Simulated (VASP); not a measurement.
Given:

```
CELL_PARAMETERS angstrom
      1.83837    -3.18415     0.00000
      1.83837     3.18415     0.00000
      0.00000     0.00000     5.87161
ATOMIC_POSITIONS crystal
  Zr 0.00000 0.00000 0.00000
  S  0.33333 0.66667 0.24555
  S  0.66667 0.33333 0.75445
```

The numbers are results of r2SCAN+rVV10, VASP's PBE PAW potentials (set 64) (plane waves; VASP), not measurements. Settings: 520 eV cut-off, 8×8×4 Γ-centred mesh, tetrahedra with Blöchl corrections, potentials Zr_sv S.

The path is coarsely sampled, so an indirect gap can come out somewhat too large.

Task: Predict the energy per atom (σ→0), band gap (over mesh and band path) with the smallest direct gap where there is one.

Result: 
- band gap (over mesh and band path): 1.18 eV
- smallest direct gap (over mesh and band path): 1.82 eV
- energy per atom (σ→0): -14.549 eV/atom

The absolute energy has meaning only against runs of the same code, potentials and settings.

The compound is ZrS2 in the 1T layered structure. It was relaxed first.
